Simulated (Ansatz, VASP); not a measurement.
## Zr2S2N (Zr2NS2 MXene monolayer) in two plane-wave programs

One calculation is typed for both programs; each brings its own data sets. How far apart do they land? The structure shown is the start of the Ansatz relaxation below; VASP solves that cell, so the two are compared at the walk's first step.

Method: plane waves, with VASP 6.6.1 beside it; single point at PBE with D3(BJ), in Ansatz 0.2.0.

## (1) Set-up

The cell holds 5 atoms: 2 S, 2 Zr and 1 N. Its edges and angles: a = 3.217 Å, b = 3.218 Å, c = 43.448 Å, α = 90.0°, β = 90.0°, γ = 120.0°. Vacuum lies along c.

## (2) Ansatz: relaxation, PBE with D3(BJ)

Ansatz runs on its PAW soft_1 files.

The two programs are compared at the cell with which this relaxation starts, whose forces are those of its first step.

input.yaml

```yaml
crystal:
  lattice:
    - [3.2175, 0.0, 0.0]
    - [-1.60875, 2.7864367367, 0.0]
    - [0.0, 0.0, 43.4484494511]
  atoms:
    - { symbol: S, position: [0.3333333333, 0.6666666667, 0.4280935277] }
    - { symbol: Zr, position: [0.6666666667, 0.3333333333, 0.4707805504], spin: 1.0 }
    - { symbol: "N", position: [0.0, 0.0, 0.5] }
    - { symbol: Zr, position: [0.3333333333, 0.6666666667, 0.5292194496], spin: 1.0 }
    - { symbol: S, position: [0.6666666667, 0.3333333333, 0.5719064723] }
  periodic: [true, true, false]
magnetization:
  spin_polarized: true
kpoints:
  mp_grid: { grid: [12, 12, 1] }
hamiltonian:
  xc: pbe
  dispersion: d3bj
  pseudopotentials: { kind: paw, azcp: { folder: soft_1 } }
scf:
  occupations: { method: fermi_dirac, width: 0.05 }
  convergence: { dr2_threshold: 1.0e-09 }
relax:
  f_tol: 0.004
  max_steps: 90
  cell: {}
output:
  write_potential: true
  write_density: true
  volumetric_format: npy
```

Started as:

```bash
> ansatz run input.yaml --threads 2 --pin off --max-ram 3072MiB --backend cpu --events-out ev --progress --plain --runs-dir out
```

Numbers of over 12 decimals in the logs are rounded to 6 here.

What it wrote:

```text
Warning: relax.cell: scf.convergence.dr2_threshold = 1e-9 eV is looser than the 1.8938525231e-10 eV advised for a relaxation that steers and ends on the stress (1e-10 eV for each atom of the cell: 5, times the square of relax.cell.stress_2d_tol = 0.05 N/m over 16.2 Å (the atoms' height at the walk's start and 5 Å past either face), 3.077e-2 GPa, over a crystal's default 0.05). What an SCF threshold leaves in a stress goes as its square root, and in the free energy as the threshold itself, and one threshold admits the most on a small cell: [figures from the program's tests cut] Set scf.convergence.dr2_threshold to 1.8938525231e-10 eV or tighter. [rest of the remark cut]
Engine: ansatz 0.2.0, aarch64-unknown-linux-gnu
Pseudopotentials: kind: paw
Pseudopotential: S, paw, valence charge 6, recommended cutoff 420 eV (normal), soft_1/S.paw.azcp
Pseudopotential: Zr, paw, valence charge 12, recommended cutoff 420 eV (normal), soft_1/Zr.paw.azcp
Pseudopotential: N, paw, valence charge 5, recommended cutoff 420 eV (normal), soft_1/N.paw.azcp
Functional definition: PBE
  parameter kappa = 0.804
  parameter beta = 0.066725
  exchange = pbe_x(kappa = kappa, mu = beta*pi^2/3)
  correlation = pbe_c(beta = beta)
Crystal: 5 atoms, lattice volume = 389.531 Å³
Basis set: ecut = 420 eV, 7717 PW (Γ), exchange–correlation on 48×48×600 points (8 copies of the dense FFT grid, shifted against one another)
Bands: 27, of which v1, the nominal top of the filled ones, is band 21 counted from 1 (20 counted from 0)
Symmetry: 12 space group operations
Space group: P-3m1 (ITA 164), of the structure as read, at distance tolerance 7.3e-5 Å
Magnetic group: BNS 164.85 (UNI 1315), of the structure as read, at distance tolerance 7.3e-5 Å
k-points: 19 of 144
Non-local potential: S, projectors of the file, l = 0: 2, l = 1: 2, l = 2: 1
Non-local potential: Zr, projectors of the file, l = 0: 3, l = 1: 2, l = 2: 2, l = 3: 1
Non-local potential: N, projectors of the file, l = 0: 2, l = 1: 2, l = 2: 1
PAW form: soft (Blöchl's): semilocal exchange-correlation on the pseudo side does not see the compensation charge
PAW one-centre angular grid: S, 110 points (default); XC on 64 Gauss nodes
PAW one-centre angular grid: Zr, 590 points (default); XC on 64 Gauss nodes
PAW one-centre angular grid: N, 110 points (default); XC on 64 Gauss nodes
Initial density: superposition of atomic densities (neutral atoms: chi_scale 0, normalization atom)
Starting moments: Σ|m| = 2 μB on 2 of 5 sites
Initial wavefunctions: pseudopotential atomic-orbital guess
Functional: x = pbe(κ = 0.804, μ = 0.219515), c = pbe(β = 0.066725)
SCF iter   1: F=—  HF=-10566.676257 eV  |F-HF|=—  |Δ(HF+E_count)|=         —  Δρ=2.29e-2 (↑2.29e-2 ↓2.16e-2)  dr2=1.19e1  dr2_m=1.58e-1  M=0.604 μB ∫|m|=0.729 μB  β_m=0.30  ethr=3.10e-3  ⟨swp⟩=14.9  Hψ=8673  notcnv=0
Mixer restart at iter 1: flushing history
preconditioner: auto → LDOS  [metal: Δε(μ)=0.036 eV  Ē_g=9.233 eV  σ=0.050 eV  W_gap=0.17  n_scr=24 (ndim 8)  ℏωp=9.4 eV  f_vac=0.764  D(μ)=3.08/eV (n_scr^D=16)]
spin=Collinear: LDOS preconditioning applied to the charge; magnetization (m = ρ↑ − ρ↓) channel mixes plain (no charge-response kernel on spin).
SCF iter   2: F=—  HF=-10564.779941 eV  |F-HF|=—  |Δ(HF+E_count)|=    1.90e0  Δρ=1.29e-2 (↑1.29e-2 ↓1.14e-2)  dr2=3.29e0  dr2_m=9.55e-2  M=0.453 μB ∫|m|=0.608 μB  β_m=0.46  ethr=3.10e-3  ⟨swp⟩=3.7  Hψ=2207  notcnv=0  defer=48
SCF iter   3: F=—  HF=-10564.158946 eV  |F-HF|=—  |Δ(HF+E_count)|=   6.21e-1  Δρ=4.41e-3 (↑4.41e-3 ↓3.57e-3)  dr2=1.10e-1  dr2_m=1.88e-2  M=0.258 μB ∫|m|=0.375 μB  β_m=0.63  ethr=3.10e-3  ⟨swp⟩=3.9  Hψ=2624  notcnv=0  defer=52
SCF iter   4: F=—  HF=-10564.240568 eV  |F-HF|=—  |Δ(HF+E_count)|=         —  Δρ=1.64e-3 (↑1.64e-3 ↓1.23e-3)  dr2=1.44e-2  dr2_m=4.70e-3  M=0.065 μB ∫|m|=0.122 μB  β_m=0.63  ethr=2.68e-4  ⟨swp⟩=4.0  Hψ=2964  notcnv=0  defer=51
SCF iter   5: F=—  HF=-10564.243215 eV  |F-HF|=—  |Δ(HF+E_count)|=   2.65e-3  Δρ=5.49e-4 (↑4.94e-4 ↓5.49e-4)  dr2=4.60e-4  dr2_m=8.26e-4  M=0.031 μB ∫|m|=0.064 μB  β_m=0.73  ethr=3.52e-5  ⟨swp⟩=3.8  Hψ=2468  notcnv=0  defer=51
SCF iter   6: F=—  HF=-10564.244440 eV  |F-HF|=—  |Δ(HF+E_count)|=   1.23e-3  Δρ=2.52e-4 (↑2.52e-4 ↓2.05e-4)  dr2=9.96e-5  dr2_m=1.72e-4  M=0.014 μB ∫|m|=0.031 μB  β_m=0.82  ethr=1.12e-6  ⟨swp⟩=3.5  Hψ=2444  notcnv=0  defer=51
[...]
eigensolver tolerance schedule: the retry pair's looser diagonalisation over-reported the residual by 8645.18 of it (diagonalisation noise at an unbounded share of the residual, at the tolerance the schedule requests for it); recorded, not acted on — ethr = c·dr2/N_el stays at c = 1.0e-1
preconditioner: auto → LDOS  [metal: Δε(μ)=0.039 eV  Ē_g=8.320 eV  σ=0.050 eV  W_gap=0.19  n_scr=22 (ndim 8)  ℏωp=8.9 eV  f_vac=0.782  D(μ)=2.03/eV (n_scr^D=12)]
spin=Collinear: LDOS preconditioning applied to the charge; magnetization (m = ρ↑ − ρ↓) channel mixes plain (no charge-response kernel on spin).
SCF iter   2: F=—  HF=-10565.183443 eV  |F-HF|=—  |Δ(HF+E_count)|=   5.22e-5  Δρ=1.80e-6 (↑1.80e-6 ↓1.79e-6)  dr2=2.97e-8  dr2_m=6.27e-12  M=-0.000 μB ∫|m|=0.000 μB  β_m=0.30  ethr=6.96e-11  ⟨swp⟩=6.6  Hψ=4250  notcnv=0
SCF iter   3: F=—  HF=-10565.183428 eV  |F-HF|=—  |Δ(HF+E_count)|=   1.48e-5  Δρ=2.06e-6 (↑2.06e-6 ↓2.06e-6)  dr2=7.77e-9  dr2_m=6.73e-12  M=-0.000 μB ∫|m|=0.000 μB  β_m=0.65  ethr=6.96e-11  ⟨swp⟩=2.3  Hψ=1382  notcnv=0
SCF iter   4: F=—  HF=-10565.183478 eV  |F-HF|=—  |Δ(HF+E_count)|=   5.03e-5  Δρ=8.10e-7 (↑8.07e-7 ↓8.10e-7)  dr2=2.26e-8  dr2_m=9.21e-13  M=-0.000 μB ∫|m|=0.000 μB  β_m=0.73  ethr=1.89e-11  ⟨swp⟩=4.9  Hψ=3020  notcnv=0  recentre
SCF iter   5: F=—  HF=-10565.183473 eV  |F-HF|=—  |Δ(HF+E_count)|=   5.72e-6  Δρ=5.63e-7 (↑5.62e-7 ↓5.63e-7)  dr2=1.56e-10  dr2_m=1.16e-12  M=-0.000 μB ∫|m|=0.000 μB  β_m=0.68  ethr=1.89e-11  ⟨swp⟩=4.3  Hψ=2640  notcnv=0
SCF iter   6: F=-10565.183482 eV  HF=-10565.183481 eV  |F-HF|=1.50e-6  |Δ(HF+E_count)|=   7.90e-6  Δρ=1.58e-7 (↑1.57e-7 ↓1.58e-7)  dr2=1.81e-10  dr2_m=2.74e-13  M=-0.000 μB ∫|m|=0.000 μB  ethr=1.00e-12  ⟨swp⟩=12.2  Hψ=8809  notcnv=0
the starting moments were not kept: the SCF closed with an absolute magnetisation of 1.6e-6 μB, where they sum to 2 μB in size (2 sites). That is at most 0.1 of that sum. Measured as dr2_m measures the in/out step, that magnetisation stands 2.1e-13 eV from none, at or under the dr2_threshold of 1.0e-9 eV: it is no larger than a step whose dr2_m would equal this threshold.
SCF 9 converged in 6 iterations: F = -10565.183482 eV  dr2 = 1.81e-10
relax step   9: F+E_penalty+E_count = -10565.18348208 eV  Δ(F+E_penalty+E_count) = -4.716e-5 eV  max|allowed force component| = 3.153e-3 eV/Å  Δτ_max = 0.0000 Å  P = +0.001 N/m  Ω = 437.338 Å³  fix = [c, alpha, beta]  reactions: c +0.000 N/m  stress off target by 7.21e-4 N/m on what of the cell is left free  SCF on the basis re-selected at this cell (its energy is not comparable with the rows above)  (6 SCF iters)
basis re-selected at this cell: Δ(F+E_penalty+E_count) = -4.716e-5 eV, ΔP = +0.000 N/m vs the last step (what re-selecting the basis moved, of the pressure what is left beyond the Pulay correction that the steps carried, after the strain that the cell walked since its last selection, with what the two solves' SCF thresholds leave and, on support functions, any second-order correction that the steps lacked; it is no m [...]
WARN: The output density's exchange-correlation potential varies sharply where the density is thin. Do not read a vacuum level from v_tot or v_xc, or from such a field of the output density. On a cell that repeats whose density bears no net charge and no dipole along the vacuum's axis use v_es (v_loc + v_h of the components); under efield.dipole_correction with no amplitude use v_es + v_field, which holds any externa [...]
SCF converged after 6 iterations
Magnetization: -0.0000 μB (20.5000 up, 20.5000 down)
Absolute magnetization: 0.0000 μB (∫|ρ↑−ρ↓|, with the PAW one-centre terms)
Spin contamination: 0.0000 ħ² per cell (⟨S²⟩ above its minimum at these occupations)
Per-site moments (μB) at R_I (Å): [(2.1657110102355874e-8, 1.040005), (-2.2580909911120923e-7, 0.969988), (2.7166781316969347e-7, 0.969988), (-2.2580909912338228e-7, 0.969988), (2.1657110140498995e-8, 1.040005)]
Free energy (F): -10565.183482 eV
Harris-Foulkes:  -10565.183481 eV  (|F-HF|=1.50e-6)
Internal energy: -10565.168056 eV  (E = F + TS)
E sigma→0 (E₀):  -10565.175769 eV
Entropy (-TS):   -0.015426 eV (-3.085 meV/atom)
Fermi energy:    -5.772911 eV
--- Per-component energies (eV) ---
  E_band       = -900.183453
  E_kinetic    = 974.499272
  E_local      = -132563.737223  (includes V_loc(G=0)·N_el)
  E_nonlocal   = 250.621944
  E_hartree    = 65637.892469
  E_xc         = -549.786827
  E_vxc        = -610.443525  (∫ρ·V_xc dr)
  E_paw        = -7271.781705  (= ΣΔE_a)
  E_vpaw       = -226.911695  (= ΣTr[D̂ρ^β])
  E_aug_tail   = 0.000783  (compensation charges beyond the density's cutoff)
  E_ewald      = 62958.700329
  E_disp       = -1.577098  (pairwise vdW)
  E_smearing   = -0.015426  (= −TS)
  E_closure    = -0.000000  (closes the sum)
  Σ components = -10565.183482   (vs F -10565.183482, Δ=0.00e0)
--- Forces (eV/Å), atoms counted from 1 ---
  atom   1  S      0.00000000     0.00000000    -0.00208650
  atom   2  Zr     0.00000000    -0.00000000     0.00315267
  atom   3  N     -0.00000000     0.00000000     0.00000000
  atom   4  Zr     0.00000000     0.00000000    -0.00315267
  atom   5  S      0.00000000    -0.00000000     0.00208650
  max |Σ_I F_I| component: 4.63e-18 eV/Å
--- 2D stress c σ (N/m, compression-positive) ---
        0.000721      -0.000000       0.000000
        0.000000       0.000721       0.000000
        0.000000       0.000000       0.000000
  P = ½ c Tr σ = 0.0007 N/m
--- Band table (eV; the first three rows and the last of 38) ---
  k-point 0 ↑: bands = [... 17 lower, -7.5379, -6.4098, -6.4098, -5.2848, -5.2848, -4.8614, -3.8468, -3.4636, ... 2 higher]
  k-point 1 ↑: bands = [... 17 lower, -7.1346, -7.0013, -6.6831, -5.3443, -4.9760, -4.7168, -3.6731, -3.4851, ... 2 higher]
  k-point 2 ↑: bands = [... 17 lower, -7.5814, -7.1643, -7.0329, -5.7952, -4.5061, -4.3446, -3.6601, -3.0716, ... 2 higher]
  k-point 18 ↓: bands = [... 17 lower, -8.6768, -8.4603, -8.4603, -4.3707, -4.3707, -3.9044, -2.3455, -2.3455, ... 2 higher]
  the weakly bound empty levels are not read free of the cell's end (no_gap_told)
--- Relaxed structure (7 steps of the walk, 7 accepted, 2 SCFs on fresh bases) ---
  F+E_penalty+E_count = -10565.18348208 eV   max|allowed force component| = 3.153e-3 eV/Å   (the final SCF, on the basis selected at the relaxed cell)
  cell:  # Å, volume = 437.3378 Å³
    - [3.409228, 0.0, 0.0]
    - [-1.704614, 2.952478, 0.0]
    - [0.0, 0.0, 43.4484494511]
  atoms:
    - { symbol: S, position: [0.333333, 0.666667, 0.434127] }
    - { symbol: Zr, position: [0.666667, 0.333333, 0.470389] }
    - { symbol: N, position: [0, 0, 0.5] }
    - { symbol: Zr, position: [0.333333, 0.666667, 0.529611] }
    - { symbol: S, position: [0.666667, 0.333333, 0.565873] }
```

(Continued in part 2 of 2.)

[Lines on the potential files, build, host, timing and source positions are cut from VASP's logs without a mark.]

[Logs are printed without paths, hosts, clocks, repeated set-up lines and the standing remarks that a program may print on its own settings, such as how far it seeks lower states.]

[Hosts, paths, dates, database ids (printed as entryN), source tags and the programs' standing remarks are cut or masked in the printed files.]
